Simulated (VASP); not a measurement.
Here is the system:

```yaml
crystal:
  lattice:
    - [3.53549, 0.00000, 0.00000]
    - [0.00000, 2.50045, 0.00000]
    - [0.00000, 0.00000, 2.50045]
  atoms:
    - { symbol: C, position: [0.00000, 0.00000, 0.00000] }
    - { symbol: C, position: [0.25000, 0.00000, 0.50000] }
    - { symbol: C, position: [0.50000, 0.50000, 0.50000] }
    - { symbol: C, position: [0.75000, 0.50000, 0.00000] }
```

Computed with LDA (Ceperley-Alder, Perdew-Zunger), VASP's LDA PAW potentials (set 64) (plane waves; VASP). Numerical set-up: 520 eV cut-off, 6×8×8 Γ-centred mesh, Gaussian smearing of 0.050 eV, potentials C.

Question: Predict the energy per atom (σ→0).

Answer: 
The energy per atom (σ→0) is -10.123 eV/atom.

The absolute energy has meaning only against runs of the same code, potentials and settings.

The compound is C in the diamond structure. It was relaxed first. The start is the result of an earlier pass.
